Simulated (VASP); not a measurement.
Level of theory: vdW-DF2, VASP's PBE PAW potentials (set 64) (plane waves; VASP).

A VASP calculation is set up with these files.

### INCAR
```
AGGAC = 0.0
SIGMA = 0.1   ! width (eV)
LASPH = T   ! aspherical one-centre terms
EDIFFG = -0.02   ! ionic stop
LMAXMIX = 4   ! l cut-off of mixed one-centre charges
LUSE_VDW = T
NSW = 60
NELM = 100   ! most electronic steps
IBRION = 2   ! conjugate gradients
ALGO = Normal
LCHARG = F
PREC = Accurate
ISIF = 3   ! ions, shape and volume
ZAB_VDW = -1.8867
ENCUT = 520   ! plane-wave cut-off (eV)
ISMEAR = 1
EDIFF = 1E-6   ! SCF stop (eV)
LREAL = F
LWAVE = F
SYSTEM = Al3Sc
GGA = ML
```

File POSCAR:
```
Al3Sc
1.0
  4.0638445191   0.0000000000   0.0000000000
  0.0000000000   4.0638445191   0.0000000000
  0.0000000000   0.0000000000   4.0638445191
Sc Al
1 3
Cartesian
  0.0000000000   0.0000000000   0.0000000000
  0.0000000000   2.0319222595   2.0319222595
  2.0319222595   0.0000000000   2.0319222595
  2.0319222595   2.0319222595   0.0000000000
```

File KPOINTS:
```
Automatic
0
G
 7 7 7
0 0 0
```

POTCAR, in this order: Sc_sv Al (PBE.64 set). Program: vasp_std.

Output

File OSZICAR:
```
       N       E                     dE             d eps       ncg     rms          rms(c)
DAV:   1     0.122712254573E+03    0.12271E+03   -0.84819E+03   560   0.130E+03
DAV:   2    -0.275209599162E+01   -0.12546E+03   -0.12379E+03   560   0.363E+02
DAV:   3    -0.107091290228E+02   -0.79570E+01   -0.77201E+01   912   0.762E+01
DAV:   4    -0.108461310869E+02   -0.13700E+00   -0.13651E+00   802   0.931E+00
DAV:   5    -0.108480547036E+02   -0.19236E-02   -0.19230E-02   808   0.117E+00    0.860E+00
DAV:   6    -0.101279456792E+02    0.72011E+00   -0.46264E+00   942   0.243E+01    0.301E+00
DAV:   7    -0.101169587977E+02    0.10987E-01   -0.14366E-01   870   0.412E+00    0.199E+00
DAV:   8    -0.101160226536E+02    0.93614E-03   -0.59093E-02   928   0.244E+00    0.302E-01
DAV:   9    -0.101168520643E+02   -0.82941E-03   -0.18569E-02   936   0.167E+00    0.255E-01
DAV:  10    -0.101162791189E+02    0.57295E-03   -0.85206E-03   930   0.107E+00    0.683E-02
DAV:  11    -0.101162459509E+02    0.33168E-04   -0.69388E-04   922   0.261E-01    0.172E-02
DAV:  12    -0.101162505524E+02   -0.46015E-05   -0.63417E-05   804   0.845E-02    0.103E-02
DAV:  13    -0.101162525717E+02   -0.20194E-05   -0.73579E-06   614   0.271E-02    0.393E-03
DAV:  14    -0.101162524904E+02    0.81285E-07   -0.13891E-06   484   0.137E-02
   1 F= -.10116252E+02 E0= -.10116146E+02  d E =-.101163E+02
       N       E                     dE             d eps       ncg     rms          rms(c)
DAV:   1    -0.109129821206E+02   -0.79673E+00   -0.18965E+01   692   0.661E+01    0.694E+00
DAV:   2    -0.103283656974E+02    0.58462E+00   -0.91745E+00   906   0.386E+01    0.171E+00
DAV:   3    -0.101839341648E+02    0.14443E+00   -0.61641E-01   914   0.703E+00    0.776E-01
DAV:   4    -0.101690073381E+02    0.14927E-01   -0.18393E-01   918   0.252E+00    0.422E-01
DAV:   5    -0.101718384465E+02   -0.28311E-02   -0.18668E-01   964   0.419E+00    0.518E-01
DAV:   6    -0.101629014651E+02    0.89370E-02   -0.67126E-02   950   0.241E+00    0.435E-02
DAV:   7    -0.101628288347E+02    0.72630E-04   -0.78607E-04   826   0.247E-01    0.102E-02
DAV:   8    -0.101628329103E+02   -0.40755E-05   -0.28115E-05   772   0.392E-02    0.112E-02
DAV:   9    -0.101628312762E+02    0.16341E-05   -0.17563E-05   942   0.434E-02    0.158E-03
DAV:  10    -0.101628315040E+02   -0.22787E-06   -0.28850E-07   364   0.504E-03
   2 F= -.10162832E+02 E0= -.10162755E+02  d E =-.465790E-01
       N       E                     dE             d eps       ncg     rms          rms(c)
DAV:   1    -0.102119844667E+02   -0.49153E-01   -0.11718E+00   692   0.167E+01    0.161E+00
DAV:   2    -0.101730310229E+02    0.38953E-01   -0.28528E-01   854   0.704E+00    0.322E-01
DAV:   3    -0.101694416663E+02    0.35894E-02   -0.15143E-02   890   0.102E+00    0.210E-01
DAV:   4    -0.101684570741E+02    0.98459E-03   -0.28538E-03   674   0.707E-01    0.901E-02
DAV:   5    -0.101684582990E+02   -0.12249E-05   -0.16350E-04   820   0.145E-01    0.113E-02
DAV:   6    -0.101684564334E+02    0.18656E-05   -0.17508E-05   828   0.575E-02    0.308E-03
DAV:   7    -0.101684567395E+02   -0.30604E-06   -0.60713E-07   444   0.762E-03
   3 F= -.10168457E+02 E0= -.10168345E+02  d E =-.522042E-01
```

File OUTCAR:
```
------------------------ aborting loop because EDIFF is reached ----------------------------------------
  FORCE on cell =-STRESS in cart. coord.  units (eV):
  Direction    XX          YY          ZZ          XY          YZ          ZX
  --------------------------------------------------------------------------------------
  Total        0.0040123      0.0040123      0.0040123      0.0000000      0.0000000     -0.0000000
  in kB        0.0908120      0.0908120      0.0908120      0.0000000      0.0000000     -0.0000000
  external PRESSURE =       0.0908120 kB  Pullay stress =       0.0000000 kB
  volume of cell :       70.79
      direct lattice vectors                 reciprocal lattice vectors
     4.136681271  0.000000000 -0.000000000     0.241739678 -0.000000000  0.000000000
     0.000000000  4.136681271  0.000000000    -0.000000000  0.241739678  0.000000000
    -0.000000000 -0.000000000  4.136681271     0.000000000 -0.000000000  0.241739678
 POSITION                                       TOTAL-FORCE (eV/Angst)
 -----------------------------------------------------------------------------------
      0.00000      0.00000      0.00000         0.000000      0.000000      0.000000
      0.00000      2.06834      2.06834        -0.000000     -0.000000      0.000000
      2.06834      0.00000      2.06834         0.000000     -0.000000      0.000000
      2.06834      2.06834      0.00000         0.000000     -0.000000      0.000000
 -----------------------------------------------------------------------------------
    total drift:                               -0.000000     -0.000000      0.000000
  FREE ENERGIE OF THE ION-ELECTRON SYSTEM (eV)
  ---------------------------------------------------
  free  energy   TOTEN  =       -10.1684567395 eV

  energy  without entropy=      -10.1681205606  energy(sigma->0) =      -10.16834468

 reached required accuracy - stopping structural energy minimisation
```
(Selected blocks of OUTCAR.)

File CONTCAR:
```
Al3Sc
   1.00000000000000
     4.1366812705556084    0.0000000000000000   -0.0000000000000000
     0.0000000000000000    4.1366812705556084    0.0000000000000000
    -0.0000000000000000   -0.0000000000000000    4.1366812705556084
  Sc              Al
     1     3
Direct
     0.0000000000000000    0.0000000000000000    0.0000000000000000
     0.0000000000000000    0.5000000000000000    0.5000000000000000
     0.5000000000000000    0.0000000000000000    0.5000000000000000
     0.5000000000000000    0.5000000000000000    0.0000000000000000
```

### OUTCAR
```
 val. band max:        6.7963001582   @ k =   0.4286   0.4286   0.1429

 cond. band min:       6.9313182464   @ k =   0.2857   0.2857   0.0000


 Fermi energy:         6.8264180626

 k-point     1 :       0.0000    0.0000    0.0000
  band No.  band energies     occupation
      1     -42.3369      2.00000
      2     -21.0224      2.00000
      3     -21.0224      2.00000
      4     -21.0224      2.00000
      5      -2.8847      2.00000
      6       4.3422      2.00000
      7       4.3422      2.00000
      8       5.1573      2.00000
      9       5.1573      2.00000
     10       5.1573      2.00000
     11       8.1605     -0.00000
     12       8.1605     -0.00000
     13       8.1605     -0.00000
     14       8.4897     -0.00000

 k-point     2 :       0.1429    0.0000    0.0000
  band No.  band energies     occupation
      1     -42.3366      2.00000
      2     -21.0273      2.00000
      3     -21.0220      2.00000
      4     -21.0220      2.00000
      5      -2.7029      2.00000
      6       3.1029      2.00000
      7       4.4922      2.00000
      8       5.1821      2.00000
      9       5.1821      2.00000
     10       5.9903      2.00000
     11       8.0712     -0.00000
     12       8.0712     -0.00000
     13       8.2117     -0.00000
     14       9.1398      0.00000

 k-point     3 :       0.2857    0.0000    0.0000
  band No.  band energies     occupation
      1     -42.3361      2.00000
      2     -21.0383      2.00000
      3     -21.0211      2.00000
      4     -21.0211      2.00000
      5      -2.1694      2.00000
      6       1.4937      2.00000
      7       4.9177      2.00000
      8       5.2320      2.00000
      9       5.2320      2.00000
     10       6.9481     -0.07090
     11       7.9463     -0.00000
     12       7.9463     -0.00000
     13       8.3334     -0.00000
     14       8.6945     -0.00000

 k-point     4 :       0.4286    0.0000    0.0000
  band No.  band energies     occupation
...
```

Energy and stress use the plane-wave basis of the starting cell.

The compound is Al3Sc in the L1_2 structure. This run relaxes it. Symmetry was kept, so distortions that lower it aren't found. The start is the result of an earlier pass.
